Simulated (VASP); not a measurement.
A VASP calculation is set up with these files.

**KPOINTS**
```
kpoints
0
Gamma
  7 7 7
```

### POSCAR
```
Y3Al
4.1506030
  0.0000000000   1.0000000000   1.0000000000
  1.0000000000   0.0000000000   1.0000000000
  1.0000000000   1.0000000000   0.0000000000
Al Y
1 3
Cart
  0.0000000000   0.0000000000   0.0000000000
  1.0000000000   1.0000000000   1.0000000000
  0.5000000000   0.5000000000   0.5000000000
  1.5000000000   1.5000000000   1.5000000000
```

**INCAR**
```
ALGO = Normal
EDIFF = 1E-6
ENCUT = 300
GGA = PE
ISIF = 2
ISMEAR = 0
LASPH = .TRUE.
LCHARG = .FALSE.
LMAXMIX = 4
LREAL = .FALSE.
LWAVE = .FALSE.
NELM = 100
PREC = Accurate
SIGMA = 0.272
SYSTEM = Y3Al
```

POTCAR, in this order: Al Y_sv (PBE.64 set). Program: vasp_std.

### Question
Write an equivalent input for Ansatz.

### Answer
One equivalent input (not run):
Ansatz 0.2 input:
```yaml
crystal:
  lattice:
    - [0.0000000, 4.1506030, 4.1506030]
    - [4.1506030, 0.0000000, 4.1506030]
    - [4.1506030, 4.1506030, 0.0000000]
  atoms:
    - { symbol: Al, position: [0.0000000, 0.0000000, 0.0000000] }
    - { symbol: Y, position: [0.5000000, 0.5000000, 0.5000000] }
    - { symbol: Y, position: [0.2500000, 0.2500000, 0.2500000] }
    - { symbol: Y, position: [0.7500000, 0.7500000, 0.7500000] }
kpoints:
  mp_grid: { grid: [7, 7, 7] }
hamiltonian:
  xc: pbe
  pseudopotentials: { kind: paw }
scf:
  occupations: { method: gaussian, width: 0.272 }
  max_iter: 100
output: { forces: true, stress: true, eigenvalues: true }
```
Limits of the translation: each code has its own PAW files, so the cut-off isn't converted (ENCUT is set for VASP's; basis.ecutwfc is left out, and Ansatz then takes the one that its files recommend); Ansatz stops its SCF on the density residual and VASP on the energy change (EDIFF).

The structure was generated: Y3Al was put into an ordered model structure, which need not be its known phase. The cell was not relaxed at this level.
